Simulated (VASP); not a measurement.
W, 8 atoms in the cell. Symmetry: Pm-3n, No. 223, cubic system. Conventional cell: a = 5.036 Å, b = 5.036 Å, c = 5.036 Å, α = 90.00°, β = 90.00°, γ = 90.00°. W (site symmetry -4m2) has 6 W at 2.52 to 2.82 Å as nearest neighbours. W (site symmetry m-3) has 12 W at 2.82 Å as nearest neighbours. This isn't the form of W at room conditions, which is bcc.

| Item | Value |
| --- | --- |
| Program | VASP 6.6.1 |
| Task | single point |
| Functional | PBEsol |
| Potentials or basis | VASP PAW PBE potentials, release 64 (W_sv) |
| Cutoff | 700 eV |
| k mesh | 8 × 8 × 8 |
| Occupations | gaussian, width 0.1 eV |
| Spin | no spin polarisation |
| Further INCAR settings | ALGO = Normal; EDIFF = 1e-06; NBANDS = 66 |

Potentials or basis: VASP PAW PBE potentials, release 64 (W_sv).

Launch:

```bash
$ cat potpaw_PBE.64/W_sv/POTCAR > POTCAR
$ mpirun -np 1 vasp_std > vasp.out
```

Hardware: 1 thread of Intel(R) Xeon(R) 6975P-C (Granite Rapids), on a shared host.

Question: How long does it take, and how much memory?

Answer: It took 4.1 min on 1 thread of Intel(R) Xeon(R) 6975P-C (Granite Rapids), with other jobs on the host, peak memory 0.5 GiB. Counts: scf iterations 14, k points 35.
